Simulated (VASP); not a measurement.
Given:

```
CELL_PARAMETERS angstrom
      0.00000     2.99706     2.99706
      2.99706     0.00000     2.99706
      2.99706     2.99706     0.00000
ATOMIC_POSITIONS crystal
  Pb 0.00000 0.00000 0.00000
  F  0.25000 0.25000 0.25000
  F  0.75000 0.75000 0.75000
```

The numbers are results of PBE GGA, VASP's PBE PAW potentials (set 64) (plane waves; VASP 6.6.1), not measurements. Settings: 520 eV cut-off, Gaussian smearing of 0.050 eV, potentials Pb_d F.

Unless said otherwise, spin-orbit coupling is left out, though it shifts the bands of the heavy elements here.

Problem. Give the energies of bands 8 to 17 at the high-symmetry points, in eV from the valence-band maximum.

Solution. 
```csv
band,Γ,X,U,L,W
8,-4.64,-6.22,-6.15,-5.76,-6.18
9,-2.26,-3.28,-3.22,-2.77,-3.44
10,-2.26,-3.28,-3.05,-2.44,-2.44
11,-2.26,-1.37,-1.86,-2.44,-2.44
12,-1.77,-1.37,-1.52,-1.94,-1.43
13,-1.77,-1.37,-1.38,-1.94,-1.32
14,-1.77,-0.14,-0.03,-0.01,0.00
15,6.74,4.42,5.29,5.03,6.00
16,6.74,7.78,6.62,7.56,6.00
17,6.74,7.78,7.76,7.56,7.43
```

The gap is indirect, 4.42 eV, from the valence maximum at W to the conduction minimum at X.

The compound is PbF2 in the fluorite structure, the β form. It was relaxed first.
